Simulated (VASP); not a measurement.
MnSiSe3:

```
Mn Si Se
1.0
     4.83412    0.00000    0.00000
     0.00000    4.83412    0.00000
     0.00000    0.00000    4.83412
Mn Si Se
1 1 3
Direct
  0.00000 0.00000 0.00000
  0.50000 0.50000 0.50000
  0.00000 0.50000 0.50000
  0.50000 0.00000 0.50000
  0.50000 0.50000 0.00000
```

The cell was built by a generator and needn't be a form met in nature.

Base run:

| Item | Value |
| --- | --- |
| Program | VASP 6.6.1 |
| Functional | LDA |
| Potentials or basis | VASP PAW LDA potentials, release 64 (Mn_pv, Si, Se) |
| Cutoff | 520 eV |
| k mesh | 5 × 5 × 5 |
| Occupations | fermi-dirac, width 0.05 eV |
| Spin | collinear spin, ferromagnetic start |
| Starting moments | [4.0, 0.0, 0.0, 0.0, 0.0] μB |
| Hubbard terms | Mn d U = 8 eV |

Its results: net moment 5.34 μB per cell; site moments Mn +4.81; Si +0.02; Se -0.01 μB.

Task: The run is repeated on the same cell with these changes: hubbard terms from Mn d U = 8 eV to none. What comes out?

Result: Net moment 5.19 μB per cell; site moments Mn +4.38; Si +0.01; Se +0.03 μB.

Caveats: a cell with one magnetic atom can't hold antiferromagnetic order, which such compounds often take.
